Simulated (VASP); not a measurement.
Input:

```yaml
crystal:
  lattice:
    - [-3.90521, 3.90521, 3.90521]
    - [3.90521, -3.90521, 3.90521]
    - [3.90521, 3.90521, -3.90521]
  atoms:
    - { symbol: V, position: [0.00000, 0.00000, 0.00000] }
    - { symbol: Tl, position: [0.50000, 0.50000, 0.00000] }
    - { symbol: Tl, position: [0.00000, 0.50000, 0.50000] }
    - { symbol: Tl, position: [0.50000, 0.00000, 0.50000] }
    - { symbol: Se, position: [0.66248, 0.66248, 0.66248] }
    - { symbol: Se, position: [0.33752, 0.00000, 0.00000] }
    - { symbol: Se, position: [0.00000, 0.00000, 0.33752] }
    - { symbol: Se, position: [0.00000, 0.33752, 0.00000] }
```

Calculation: r2SCAN meta-GGA, VASP's PBE PAW potentials (set 64) (plane waves; VASP 6.6.1). Run with 400 eV cut-off, 5×5×5 Γ-centred mesh, tetrahedra with Blöchl corrections, potentials V_sv Tl_d Se.

Unless said otherwise, spin-orbit coupling is left out, though it shifts the bands of the heavy elements here.

**Question.** What does the run give for the energy per atom (σ→0), band gap (over mesh and band path) with the smallest direct gap where there is one?

**Answer.** 
```yaml
band gap (over mesh and band path): 1.82 eV
smallest direct gap (over mesh and band path): 1.82 eV
energy per atom (σ→0): -29.522 eV/atom
```

The structure comes from a computed database's Tl3VSe4 entry (I-43m); how it stands against other phases isn't given here. It was relaxed first. The run is not spin-polarised, so no magnetic state was tried.
